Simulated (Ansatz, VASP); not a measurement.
# CsBiSe3 in two plane-wave programs

One calculation is typed for both programs; each brings its own data sets. How far apart do they land? The cell is generated by rule, not measured, and may not be a known phase. The cell is taken from a series of runs on this material, whose earlier steps may have relaxed, scaled, displaced or heated it; both programs get it as it stands.

Method: plane waves, with VASP 6.6.1 beside it; relaxation of cell and atoms at PBE, in Ansatz 0.2.0.

The structure was built from a prototype and need not be the compound's stable phase.

## (1) Starting point

The structure is orthorhombic, space group Pmma (No. 51). The conventional cell has a = 7.988 Å, b = 4.564 Å, c = 9.159 Å, α = 90.00°, β = 90.00°, γ = 90.00°. Nearest to Cs lie 11 Se at 3.39 to 4.40 Å. Nearest to Bi lie 6 Se at 2.81 to 3.28 Å. Nearest to Se lie 4 Se at 3.13 Å and 2 Bi at 3.28 Å and 4 Cs at 4.01 Å. Se has 2 Bi at 2.81 Å and 4 Cs at 3.61 Å nearest. Nearest to Se lie 2 Bi at 2.93 Å and 4 Se at 3.13 Å and 3 Cs at 3.39 to 4.40 Å. Farther neighbours and most contacts between anions are not listed.

As a file:

```cif
data_structure
_symmetry_space_group_name_H-M 'Pmma'
_symmetry_Int_Tables_number 51
_cell_length_a 7.9882
_cell_length_b 4.5639
_cell_length_c 9.1588
_cell_angle_alpha 90.000
_cell_angle_beta 90.000
_cell_angle_gamma 90.000
_cell_volume 333.90
loop_
_atom_site_label
_atom_site_type_symbol
_atom_site_symmetry_multiplicity
_atom_site_Wyckoff_symbol
_atom_site_fract_x
_atom_site_fract_y
_atom_site_fract_z
_atom_site_occupancy
Cs1 Cs 2 e 0.25000 0.00000 0.71388 1
Bi1 Bi 2 f 0.75000 0.50000 0.71600 1
Se1 Se 2 b 0.00000 0.50000 0.00000 1
Se2 Se 2 d 0.50000 0.50000 0.50000 1
Se3 Se 2 e 0.75000 0.00000 0.91592 1
```

## (2) VASP: relaxation of cell and atoms, PBE

The relaxed volume is the usual yardstick between codes: in a stiff, nearly cubic crystal its relative difference is about their pressure difference at one cell divided by the bulk modulus.

Lines of VASP's logs that name or quote its potential files are left out, and so is its time.

File INCAR:

```
SYSTEM = CsBiSe3
PREC = Accurate
ENCUT = 500
EDIFF = 1E-07
NELM = 120
ISMEAR = 1
SIGMA = 0.2
LREAL = .FALSE.
ALGO = Normal
GGA = PE
NBANDS = 52
LORBIT = 11
LWAVE = .FALSE.
LCHARG = .FALSE.
ISIF = 3
IBRION = 2
NSW = 80
EDIFFG = -0.005
LASPH = .TRUE.
GGA_COMPAT = .FALSE.
NELMIN = 4
KPAR = 2
```

File POSCAR:

```
CsBiSe3
1.0
    7.9882340000      0.0000000000      0.0000000000
    0.0000000000      4.5638650000      0.0000000000
    0.0000000000      0.0000000000      9.1587680000
Cs Bi Se
2 2 6
Direct
    0.7499999374      0.0000000000      0.7138765825
    0.2499999374      0.0000000000      0.2861234175
    0.2499999374      0.4999998904      0.7159992479
    0.7499999374      0.4999998904      0.2840007521
    0.5000000000      0.4999998904      0.0000000000
    0.0000000000      0.4999998904      0.5000000000
    0.5000000000      0.4999998904      0.5000000000
    0.0000000000      0.4999998904      0.0000000000
    0.2499999374      0.0000000000      0.9159222070
    0.7499999374      0.0000000000      0.0840777930
```

File KPOINTS:

```
Automatic mesh
0
Gamma
6 8 4
0 0 0
```

The projector-augmented-wave data sets are Cs_sv, Bi_d and Se (PBE family, release 64).

Run with:

```sh
$ mpirun -np 2 vasp_std
```

Numbers of over 12 decimals in the logs are rounded to 6 here.

The program printed:

```text
[banner, memory and clock lines left out]
running    2 mpi-ranks, on    1 nodes
 distrk:  each k-point on    1 cores,    2 groups
 distr:  one band on    1 cores,    1 groups

 POSCAR found type information on POSCAR CsBiSe
 POSCAR found :  3 types and      10 ions
 LDA part: xc-table for (Slater+PW92), standard interpolation
 POSCAR, INCAR and KPOINTS ok, starting setup
 FFT: planning ... GRIDC
 FFT: planning ... GRID_SOFT
 FFT: planning ... GRID
 WAVECAR not read
 entering main loop
       N       E                     dE             d eps       ncg     rms          rms(c)
DAV:   1     0.733793516160E+03    0.73379E+03   -0.36087E+04  6384   0.143E+03
DAV:   2     0.561691360083E+02   -0.67762E+03   -0.65557E+03  7224   0.333E+02
DAV:   3    -0.324692276757E+02   -0.88638E+02   -0.87214E+02  7728   0.139E+02
DAV:   4    -0.362741382956E+02   -0.38049E+01   -0.37760E+01  7192   0.333E+01
DAV:   5    -0.364173607726E+02   -0.14322E+00   -0.14310E+00  8856   0.614E+00    0.687E+00
DAV:   6    -0.344279071019E+02    0.19895E+01   -0.33274E+00  7816   0.800E+00    0.390E+00
DAV:   7    -0.343842834233E+02    0.43624E-01   -0.13145E+00  7520   0.343E+00    0.190E+00
DAV:   8    -0.343793100984E+02    0.49733E-02   -0.15547E-01  7052   0.187E+00    0.783E-01
DAV:   9    -0.343773944819E+02    0.19156E-02   -0.34107E-02  7096   0.796E-01    0.189E-01
DAV:  10    -0.343778571511E+02   -0.46267E-03   -0.38682E-03  8088   0.228E-01    0.906E-02
DAV:  11    -0.343784844629E+02   -0.62731E-03   -0.90613E-04  7320   0.118E-01    0.253E-02
DAV:  12    -0.343785515061E+02   -0.67043E-04   -0.93708E-05  8244   0.455E-02    0.121E-02
DAV:  13    -0.343785661881E+02   -0.14682E-04   -0.24536E-05  7084   0.187E-02    0.839E-03
DAV:  14    -0.343785692731E+02   -0.30850E-05   -0.50934E-06  6608   0.841E-03    0.237E-03
DAV:  15    -0.343785695883E+02   -0.31518E-06   -0.68785E-07  6668   0.332E-03    0.914E-04
DAV:  16    -0.343785697490E+02   -0.16068E-06   -0.11136E-07  4572   0.149E-03    0.386E-04
DAV:  17    -0.343785698320E+02   -0.83061E-07   -0.48538E-08  4212   0.931E-04
   1 F= -.34378570E+02 E0= -.34377435E+02  d E =-.343786E+02
[... from here on, the cycles between the ionic steps are left out ...]
   2 F= -.34378887E+02 E0= -.34377725E+02  d E =-.316764E-03
   3 F= -.34379161E+02 E0= -.34377952E+02  d E =-.591405E-03
   4 F= -.34379386E+02 E0= -.34378136E+02  d E =-.225040E-03
   5 F= -.34379481E+02 E0= -.34378197E+02  d E =-.319337E-03
   6 F= -.34379489E+02 E0= -.34378192E+02  d E =-.327888E-03
   7 F= -.34379569E+02 E0= -.34378262E+02  d E =-.796663E-04
   8 F= -.34379666E+02 E0= -.34378336E+02  d E =-.176943E-03
   9 F= -.34379697E+02 E0= -.34378351E+02  d E =-.314291E-04
  10 F= -.34379715E+02 E0= -.34378346E+02  d E =-.491124E-04
  11 F= -.34379742E+02 E0= -.34378372E+02  d E =-.271356E-04
 trial-energy change:   -0.000027  1 .order   -0.000028   -0.000034   -0.000021
 step:   4.2369(harm=  4.2369)  dis= 0.00334  next Energy=   -34.379761 (dE=-0.457E-04)
 bond charge predicted
       N       E                     dE             d eps       ncg     rms          rms(c)
DAV:   1    -0.343797861342E+02   -0.43917E-04   -0.35373E-02  7216   0.672E-01    0.573E-02
DAV:   2    -0.343797891364E+02   -0.30022E-05   -0.10396E-03  7312   0.165E-01    0.309E-02
DAV:   3    -0.343797607680E+02    0.28368E-04   -0.69226E-05  8768   0.518E-02    0.118E-02
DAV:   4    -0.343797585369E+02    0.22310E-05   -0.13916E-05  8616   0.192E-02    0.410E-03
DAV:   5    -0.343797592526E+02   -0.71566E-06   -0.14790E-06  7480   0.650E-03    0.128E-03
DAV:   6    -0.343797594223E+02   -0.16973E-06   -0.15253E-07  4820   0.194E-03    0.582E-04
DAV:   7    -0.343797594161E+02    0.62446E-08   -0.21905E-08  3488   0.901E-04
  12 F= -.34379759E+02 E0= -.34378388E+02  d E =-.442361E-04
 curvature:  -4.47 expect dE=-0.464E-04 dE for cont linesearch -0.775E-08
 trial: gam= 0.54828 g(F)=  0.178E-05 g(S)=  0.861E-05 ort =-0.281E-06 (trialstep = 0.210E+01)
 search vector abs. value=  0.238E-04
 reached required accuracy - stopping structural energy minimisation
```

From OUTCAR (step 2):

```text
ion  position               nearest neighbor table
   1  0.750  0.000  0.714-
   2  0.250  0.000  0.286-
   3  0.250  0.500  0.716-   6 2.81   7 2.81   9 2.93   9 2.93   8 3.28   5 3.28
   4  0.750  0.500  0.284-   7 2.81   6 2.81  10 2.93  10 2.93   5 3.28   8 3.28
   5  0.500  0.500  0.000-   4 3.28   3 3.28
   6  0.000  0.500  0.500-   3 2.81   4 2.81
   7  0.500  0.500  0.500-   4 2.81   3 2.81
   8  0.000  0.500  0.000-   3 3.28   4 3.28
   9  0.250  0.000  0.916-   3 2.93   3 2.93
  10  0.750  0.000  0.084-   4 2.93   4 2.93

  LATTYP: Found a simple orthorhombic cell.
 ALAT       =     4.5638650000
 B/A-ratio  =     1.7503221502
 C/A-ratio  =     2.0068008147

 Subroutine GETGRP returns: Found  8 space group operations
 (whereof  4 operations were pure point group operations)

The static configuration has the point symmetry C_2h.
 The point group associated with its full space group is D_2h.

 Found     60 irreducible k-points:

   k-points           NKPTS =     60   k-points in BZ     NKDIM =     60   number of bands    NBANDS=     52

   dimension x,y,z NGX =    60 NGY =   36 NGZ =   70
   dimension x,y,z NGXF=   120 NGYF=   72 NGZF=  140

   ENCUT  =  500.0 eV  36.75 Ry    6.06 a.u.  14.56  8.32 16.70*2*pi/ulx,y,z

   NELECT =      84.0000    total number of electrons

 k-points in reciprocal lattice and weights: Automatic mesh
   0.00000000  0.00000000  0.00000000       0.005
   0.16666667  0.00000000  0.00000000       0.010
   0.33333333  0.00000000  0.00000000       0.010
   0.50000000  0.00000000  0.00000000       0.005
   0.00000000  0.12500000  0.00000000       0.010
   0.16666667  0.12500000  0.00000000       0.021
   0.33333333  0.12500000  0.00000000       0.021
   0.50000000  0.12500000  0.00000000       0.010
   0.00000000  0.25000000  0.00000000       0.010
[...]
0.33333333  0.50000000  0.50000000       0.010
   0.50000000  0.50000000  0.50000000       0.005

 average (electrostatic) potential at core
       1 -47.7779       2 -47.7779       3-108.6755       4-108.6755       5 -55.3182
       6 -54.5321       7 -54.5321       8 -55.3182       9 -55.9090      10 -55.9090

 E-fermi :   2.7607

 k-point     1 :       0.0000    0.0000    0.0000
  band No.  band energies     occupation
    ...
     37       1.3896      2.00000
     38       1.7143      2.00000
     39       1.7680      2.00000
     40       1.9824      2.00000
     41       2.3524      2.01395
     42       2.8892      0.12367
     43       3.0497     -0.06003
     44       3.0730     -0.04967
     45       3.3351     -0.00038
     46       3.6396     -0.00000
    ...

 k-point     2 :       0.1667    0.0000    0.0000
  band No.  band energies     occupation
    ...
     38       1.6906      2.00000
     39       1.8112      2.00000
     40       1.9304      2.00000
     41       2.1712      2.00025
     42       2.7091      1.42121
     43       2.9808     -0.06533
     44       3.1463     -0.02002
     45       3.5560     -0.00000
     46       3.9923     -0.00000
     47       4.2170     -0.00000
    ...

 k-point     3 :       0.3333    0.0000    0.0000
  band No.  band energies     occupation
    ...
     39       1.8022      2.00000
     40       1.9369      2.00000
     41       1.9823      2.00000
     42       2.6538      1.77665
     43       2.7230      1.31281
     44       2.8698      0.21189
     45       4.3013     -0.00000
     46       4.5178     -0.00000
     47       4.5954     -0.00000
     48       5.2670     -0.00000
    ...

  Total        0.0180184      0.0173511      0.0340509      0.0000000      0.0000000      0.0000000
  in kB        0.0863309      0.0831337      0.1631471      0.0000000      0.0000000      0.0000000
  external PRESSURE =       0.1108706 kB  Pullay stress =       0.0000000 kB

  energy-cutoff  :      500.00
  volume of cell :      334.39
      direct lattice vectors                 reciprocal lattice vectors
     7.979083018  0.000000000 -0.000000000     0.125327685  0.000000000 -0.000000000
     0.000000000  4.591748939  0.000000000     0.000000000  0.217781942  0.000000000
     0.000000000  0.000000000  9.127011421     0.000000000  0.000000000  0.109564890

 POSITION                                       TOTAL-FORCE (eV/Angst)
 -----------------------------------------------------------------------------------
      5.98431      0.00000      6.50451         0.000000      0.000000      0.000620
      1.99477      0.00000      2.62250        -0.000000      0.000000     -0.000620
      1.99477      2.29587      6.54791         0.000000      0.000000      0.002477
      5.98431      2.29587      2.57910        -0.000000      0.000000     -0.002477
      3.98954      2.29587     -0.00000        -0.000000      0.000000      0.000000
      0.00000      2.29587      4.56351        -0.000000      0.000000      0.000000
      3.98954      2.29587      4.56351        -0.000000      0.000000      0.000000
      0.00000      2.29587      0.00000        -0.000000      0.000000      0.000000
      1.99477      0.00000      8.36257         0.000000      0.000000      0.003450
      5.98431      0.00000      0.76445        -0.000000      0.000000     -0.003450
 -----------------------------------------------------------------------------------
    total drift:                               -0.000290      0.002002      0.000909

  FREE ENERGIE OF THE ION-ELECTRON SYSTEM (eV)
  ---------------------------------------------------
  free  energy   TOTEN  =       -34.3797594161 eV

  energy  without entropy=      -34.3756446985  energy(sigma->0) =      -34.37838784

 reached required accuracy - stopping structural energy minimisation

 total charge
# of ion       s       p       d       tot
------------------------------------------
    1        1.837   4.701   0.044   6.583
    2        1.837   4.701   0.044   6.583
    3        1.597   1.086   9.950  12.632
    4        1.597   1.086   9.950  12.632
    5        1.504   2.152   0.016   3.672
    6        1.465   2.348   0.013   3.826
    7        1.465   2.348   0.013   3.826
    8        1.504   2.152   0.016   3.672
    9        1.519   2.138   0.028   3.685
   10        1.519   2.138   0.028   3.685
--------------------------------------------------
tot         15.843  24.850  20.103  60.797

[... 3 further parts left out ...]
```

The run keeps the 8 symmetry operations of its start, so it cannot find a distortion of lower symmetry.

(Part 1 of 2 ends here.)

[Lines on the potential files, build, host, timing and source positions are cut from VASP's logs without a mark.]

[Logs are printed without paths, hosts, clocks, repeated set-up lines and the standing remarks that a program may print on its own settings, such as how far it seeks lower states.]

[Hosts, paths, dates, database ids (printed as entryN), source tags and the programs' standing remarks are cut or masked in the printed files.]
